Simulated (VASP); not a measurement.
# HfZr2Se4 (Cmmm) in VASP: single point with PBE

Aim: the single point of HfZr2Se4 with PBE.

Everything below comes from runs of VASP 6.6.1. Logs are shortened: lines on timing, memory, paths and dates and some standing lists are left out, and cuts for length are marked.

## (1) Starting point

It takes space group Cmmm (No. 65, orthorhombic). Conventional cell: a = 7.786 Å, b = 10.664 Å, c = 3.785 Å, α = 90.00°, β = 90.00°, γ = 90.00°. Zr (site symmetry 2/m) has 6 Se at 2.67 to 2.72 Å as nearest neighbours. Hf (site symmetry mmm) has 6 Se at 2.73 to 2.79 Å as nearest neighbours. Around Se (site symmetry m2m) lie 4 Zr at 2.72 Å and 1 Hf at 2.79 Å. Se (site symmetry 2mm) has 2 Zr at 2.67 Å and 2 Hf at 2.73 Å as nearest neighbours.

The cell was built by a generator and needn't be a form met in nature.

## (2) Single point, PBE

File INCAR:

```
ALGO = Fast ; EDIFF = 1E-5
ENCUT = 520 ; GGA = PE
ISIF = 2 ; ISMEAR = 0
LASPH = True ; LCHARG = False
LREAL = Auto ; LWAVE = False
NBANDS = 71 ; NELM = 80
PREC = Normal ; SIGMA = 0.15
```

File KPOINTS:

```
k-points
0
Gamma
  4 4 3
```

File POSCAR:

```
HfZr2Se4
1.0
    3.8929100000     -5.3320200000      0.0000000000
    3.8929100000      5.3320200000      0.0000000000
    0.0000000000      0.0000000000      7.5701200000
Zr Hf Se
4 2 8
Direct
    0.5000000000      0.0000000000      0.2500000000
    0.5000000000      0.0000000000      0.7500000000
    0.0000000000      0.5000000000      0.2500000000
    0.0000000000      0.5000000000      0.7500000000
    0.0000000000      0.0000000000      0.0000000000
    0.0000000000      0.0000000000      0.5000000000
    0.2617940000      0.7382060000      0.0000000000
    0.2617940000      0.7382060000      0.5000000000
    0.7382060000      0.2617940000      0.0000000000
    0.7382060000      0.2617940000      0.5000000000
    0.2531020000      0.2531020000      0.2500000000
    0.2531020000      0.2531020000      0.7500000000
    0.7468980000      0.7468980000      0.2500000000
    0.7468980000      0.7468980000      0.7500000000
```

Potentials or basis: VASP PAW PBE potentials, release 64 (Zr_sv, Hf_pv, Se).

Started as:

```sh
cat potpaw_PBE.64/Zr_sv/POTCAR potpaw_PBE.64/Hf_pv/POTCAR potpaw_PBE.64/Se/POTCAR > POTCAR
mpirun -np 1 vasp_std > vasp.out
```

OUTCAR:

```text
EDIFF = 1E-5
   ENCUT = 520
   GGA = PE
   ISIF = 2
   ISMEAR = 0
   LASPH = True
   LREAL = Auto
   NELM = 80
   PREC = Normal

 ion  position               nearest neighbor table
   1  0.500  0.000  0.250-  11 2.67  13 2.67   9 2.72  10 2.72   7 2.72   8 2.72   2 3.79   2 3.79
                             6 3.80   5 3.80   5 3.80   6 3.80   3 3.89   3 3.89
   2  0.500  0.000  0.750-  12 2.67  14 2.67   9 2.72  10 2.72   7 2.72   8 2.72   1 3.79   1 3.79
                             6 3.80   5 3.80   5 3.80   6 3.80   4 3.89   4 3.89
   3  0.000  0.500  0.250-  11 2.67  13 2.67   9 2.72  10 2.72   7 2.72   8 2.72   4 3.79   4 3.79
                             6 3.80   5 3.80   5 3.80   6 3.80   1 3.89   1 3.89
   4  0.000  0.500  0.750-  12 2.67  14 2.67   9 2.72  10 2.72   7 2.72   8 2.72   3 3.79   3 3.79
                             6 3.80   5 3.80   5 3.80   6 3.80   2 3.89   2 3.89
   5  0.000  0.000  0.000-  11 2.73  12 2.73  13 2.73  14 2.73   7 2.79   9 2.79   6 3.79   6 3.79
                             1 3.80   2 3.80   3 3.80   4 3.80   3 3.80   4 3.80   1 3.80   2 3.80
   6  0.000  0.000  0.500-  11 2.73  12 2.73  13 2.73  14 2.73   8 2.79  10 2.79   5 3.79   5 3.79
                             1 3.80   2 3.80   3 3.80   4 3.80   3 3.80   4 3.80   1 3.80   2 3.80
   7  0.262  0.738  0.000-   1 2.72   2 2.72   3 2.72   4 2.72   5 2.79
   8  0.262  0.738  0.500-   1 2.72   2 2.72   3 2.72   4 2.72   6 2.79
   9  0.738  0.262  0.000-   1 2.72   2 2.72   3 2.72   4 2.72   5 2.79
  10  0.738  0.262  0.500-   1 2.72   2 2.72   3 2.72   4 2.72   6 2.79
  11  0.253  0.253  0.250-   1 2.67   3 2.67   5 2.73   6 2.73
  12  0.253  0.253  0.750-   2 2.67   4 2.67   5 2.73   6 2.73
  13  0.747  0.747  0.250-   1 2.67   3 2.67   5 2.73   6 2.73
  14  0.747  0.747  0.750-   2 2.67   4 2.67   5 2.73   6 2.73
[... 8 lines left out ...]
 A1 = (   3.8929100000,  -5.3320200000,   0.0000000000)
 A2 = (   3.8929100000,   5.3320200000,   0.0000000000)
 A3 = (   0.0000000000,   0.0000000000,   7.5701200000)

Analysis of symmetry for initial positions (statically):
=====================================================================
 Subroutine PRICEL returns following result:

  LATTYP: Found a base centered orthorhombic cell.
 ALAT       =     7.7858200000
 B/A-ratio  =     1.3696746136
 C/A-ratio  =     0.4861478945

  Lattice vectors:

 A1 = (   3.8929100000,  -5.3320200000,   0.0000000000)
 A2 = (   3.8929100000,   5.3320200000,   0.0000000000)
 A3 = (   0.0000000000,   0.0000000000,   3.7850600000)

   2 primitive cells build up your supercell.

 Routine SETGRP: Setting up the symmetry group for a
 base centered orthorhombic supercell.

 Subroutine GETGRP returns: Found  8 space group operations
 (whereof  8 operations were pure point group operations)
 out of a pool of  8 trial point group operations.

The static configuration has the point symmetry D_2h.

Analysis of symmetry for dynamics (positions and initial velocities):
=====================================================================
 Subroutine PRICEL returns following result:

  LATTYP: Found a base centered orthorhombic cell.
 ALAT       =     7.7858200000
 B/A-ratio  =     1.3696746136
 C/A-ratio  =     0.4861478945

  Lattice vectors:

 A1 = (   3.8929100000,  -5.3320200000,   0.0000000000)
 A2 = (   3.8929100000,   5.3320200000,   0.0000000000)
 A3 = (   0.0000000000,   0.0000000000,   3.7850600000)

   2 primitive cells build up your supercell.

 Routine SETGRP: Setting up the symmetry group for a
 base centered orthorhombic supercell.

 Subroutine GETGRP returns: Found  8 space group operations
 (whereof  8 operations were pure point group operations)
 out of a pool of  8 trial point group operations.

The dynamic configuration has the point symmetry D_2h.

 Subroutine INISYM returns: Found  8 space group operations
 (whereof  8 operations are pure point group operations),
 and found     2 'primitive' translations

----------------------------------------------------------------------------------------

                                     Primitive cell

  volume of cell :     157.1335

  direct lattice vectors                    reciprocal lattice vectors
     3.892910000 -5.332020000  0.000000000     0.128438623 -0.093773092  0.000000000
     3.892910000  5.332020000  0.000000000     0.128438623  0.093773092  0.000000000
     0.000000000  0.000000000  3.785060000     0.000000000  0.000000000  0.264196605

  length of vectors
[... 46 lines left out ...]

 Following reciprocal coordinates:
            Coordinates               Weight
  0.000000  0.000000  0.000000      1.000000
  0.250000  0.000000  0.000000      4.000000
  0.500000  0.000000  0.000000      2.000000
  0.250000  0.250000  0.000000      2.000000
  0.500000  0.250000  0.000000      4.000000
 -0.250000  0.250000  0.000000      2.000000
  0.500000  0.500000  0.000000      1.000000
  0.000000  0.000000  0.333333      2.000000
  0.250000  0.000000  0.333333      8.000000
  0.500000  0.000000  0.333333      4.000000
  0.250000  0.250000  0.333333      4.000000
  0.500000  0.250000  0.333333      8.000000
 -0.250000  0.250000  0.333333      4.000000
  0.500000  0.500000  0.333333      2.000000
   k-points           NKPTS =     14   k-points in BZ     NKDIM =     14   number of bands    NBANDS=     71
   number of dos      NEDOS =    301   number of ions     NIONS =     14
   total plane-waves  NPLWV =  67200
   dimension x,y,z NGX =    40 NGY =   40 NGZ =   42
   dimension x,y,z NGXF=    80 NGYF=   80 NGZF=   84
   ions per type =               4   2   8
   NGX,Y,Z   is equivalent  to a cutoff of  10.07, 10.07,  9.22 a.u.
   NGXF,Y,Z  is equivalent  to a cutoff of  20.15, 20.15, 18.45 a.u.
 SYSTEM =  unknown system
   PREC   = normal    normal or accurate (medium, high low for compatibility)
   ISTART =      0    job   : 0-new  1-cont  2-samecut
   ICHARG =      2    charge: 1-file 2-atom 10-const
   ISPIN  =      1    spin polarized calculation?
   LNONCOLLINEAR =      F non collinear calculations
   LSORBIT =      F    spin-orbit coupling
   LASPH  =      T    aspherical Exc in radial PAW
   ENCUT  =  520.0 eV  38.22 Ry    6.18 a.u.  12.28 12.28 14.08*2*pi/ulx,y,z
   NELM   =     80;   NELMIN=  2; NELMDL= -5     # of ELM steps
   EDIFF  = 0.1E-04   stopping-criterion for ELM
   LREAL  =      T    real-space projection
   EDIFFG = 0.1E-03   stopping-criterion for IOM
   NSW    =      0    number of steps for IOM
   IBRION =     -1    ionic relax: 0-MD 1-quasi-New 2-CG
   NFREE  =      0    steps in history (QN), initial steepest desc. (CG)
   ISIF   =      2    stress and relaxation
   ISYM   =      2    0-nonsym 1-usesym 2-fastsym
   POTIM  = 0.5000    time-step for ionic-motion
   TEBEG  =    0.0;   TEEND  =   0.0 temperature during run
   PSTRESS=    0.0 pullay stress
   NELECT =     116.0000    total number of electrons
   NUPDOWN=      -1.0000    fix difference up-down
   EMIN   =  10.00;   EMAX   =-10.00  energy-range for DOS
   EFERMI =   0.00;   METHOD = LEGACY
   ISMEAR =     0;   SIGMA  =   0.15  broadening in eV -4-tet -1-fermi 0-gaus
   EFERMI_NEDOS =   21; number of points for ismear=-14 and -15
   IALGO  =     68    algorithm
   IMIX   =      4    mixing-type and parameters
     AMIX     =   0.40;   BMIX     =  1.00
     AMIX_MAG =   1.60;   BMIX_MAG =  1.00
  volume/ion in A,a.u.               =      22.45       151.48
  Fermi-wavevector in a.u.,A,eV,Ry     =   1.174342  2.219184 18.763505  1.379079
  Thomas-Fermi vector in A             =   2.310740
   LORBIT       =      0    0 simple, 1 ext, 2 COOP (PROOUT), +10 PAW based schemes
   GGA     = PE    functional components
   LHFCALC =     F    Hartree Fock is set to
   AEXX    =    0.0000 exact exchange contribution
   IVDW    =     0    specifies the selected vdW correction
   LEPSILON=     F    determine dielectric tensor
   LRPA    =     F    only Hartree local field effects (RPA)
 non-spin polarized calculation
 RMM-DIIS sequential band-by-band and
 Gauss-broadening in eV      SIGMA  =   0.15
  energy-cutoff  :      520.00
  volume of cell :      314.27
 maximum number of plane-waves:      8481
   NGX = 25   NGY = 25   NGZ = 29

 number of electron     115.9999974 magnetization

 Free energy of the ion-electron system (eV)
  ---------------------------------------------------
  ext. energy  EPLUGINS =         0.00000000
  ---------------------------------------------------
  free energy    TOTEN  =       -99.53298772 eV

  energy without entropy =      -99.44776293  energy(sigma->0) =      -99.49037532

 E-fermi :   6.9557     XC(G=0): -10.3330

 val. band max:        6.9343363815   @ k =  -0.2500   0.2500   0.3333
 cond. band min:       7.0272346359   @ k =   0.2500   0.2500   0.3333
 fundamental gap:      0.0928982544
 Fermi energy:         6.9557331206

 k-point     1 :       0.0000    0.0000    0.0000
  band No.  band energies     occupation
      1     -43.1934      2.00000
      2     -43.1890      2.00000
      3     -43.1871      2.00000
      4     -43.1825      2.00000
      5     -25.0881      2.00000
      6     -25.0061      2.00000
[... 1011 lines left out ...]
     69       8.5838      0.00000
     70       8.8967      0.00000
 [bands above 70 left out]

------------------------ aborting loop because EDIFF is reached ----------------------------------------

  FORCE on cell =-STRESS in cart. coord.  units (eV):
  Direction    XX          YY          ZZ          XY          YZ          ZX
  --------------------------------------------------------------------------------------
  -------------------------------------------------------------------------------------
  Total        0.7215509     -0.2141311     -0.3386721      0.0000000      0.0000000      0.0000000
  in kB        3.6785669     -1.0916700     -1.7265977      0.0000000      0.0000000      0.0000000
  external PRESSURE =       0.2867664 kB  Pullay stress =       0.0000000 kB

 VOLUME and BASIS-vectors are now :
 -----------------------------------------------------------------------------
  energy-cutoff  :      520.00
  volume of cell :      314.27
      direct lattice vectors                 reciprocal lattice vectors
     3.892910000 -5.332020000  0.000000000     0.128438623 -0.093773092  0.000000000
     3.892910000  5.332020000  0.000000000     0.128438623  0.093773092  0.000000000
     0.000000000  0.000000000  7.570120000     0.000000000  0.000000000  0.132098302

 POSITION                                       TOTAL-FORCE (eV/Angst)
 -----------------------------------------------------------------------------------
      1.94646     -2.66601      1.89253         0.000000     -0.000000      0.000000
      1.94646     -2.66601      5.67759         0.000000     -0.000000      0.000000
      1.94646      2.66601      1.89253         0.000000     -0.000000      0.000000
      1.94646      2.66601      5.67759         0.000000     -0.000000      0.000000
      0.00000      0.00000      0.00000         0.000000     -0.000000      0.000000
      0.00000      0.00000      3.78506         0.000000     -0.000000      0.000000
      3.89291      2.54024      0.00000         0.000000     -0.026152      0.000000
      3.89291      2.54024      3.78506         0.000000     -0.026152      0.000000
      3.89291     -2.54024      0.00000         0.000000      0.026152      0.000000
      3.89291     -2.54024      3.78506         0.000000      0.026152      0.000000
      1.97061      0.00000      1.89253         0.029711     -0.000000      0.000000
      1.97061      0.00000      5.67759         0.029711     -0.000000      0.000000
      5.81521      0.00000      1.89253        -0.029711     -0.000000     -0.000000
      5.81521      0.00000      5.67759        -0.029711     -0.000000     -0.000000
 -----------------------------------------------------------------------------------
    total drift:                                0.000000      0.000000     -0.000000

  FREE ENERGIE OF THE ION-ELECTRON SYSTEM (eV)
  ---------------------------------------------------
  free  energy   TOTEN  =       -99.5329877158 eV

  energy  without entropy=      -99.4477629318  energy(sigma->0) =      -99.49037532
```

Wall time 2.4 min (1 thread of Intel Xeon Platinum 8559C (Emerald Rapids), shared host); peak memory 0.37 GiB.

What came out:

```
Free energy            : -99.5330 eV
Pressure               : 0.0 GPa
Largest force          : 0.030 eV/Å
Band gap on the k mesh : none (metal or under the smearing width)
```

Forces on the atoms (eV/Å):
```
Zr   0.000  0.000  0.000
Zr   0.000  0.000  0.000
Zr   0.000  0.000  0.000
Zr   0.000  0.000  0.000
Hf   0.000  0.000  0.000
Hf   0.000  0.000  0.000
Se   0.000 -0.026  0.000
Se   0.000 -0.026  0.000
Se   0.000  0.026  0.000
Se   0.000  0.026  0.000
Se   0.030  0.000  0.000
Se   0.030  0.000  0.000
Se  -0.030  0.000  0.000
Se  -0.030  0.000  0.000
```

Stress tensor (GPa, compression positive):
```
 0.37  0.00  0.00
 0.00 -0.11  0.00
 0.00  0.00 -0.17
```

Spin-orbit coupling is left out, which matters for the levels of Hf.
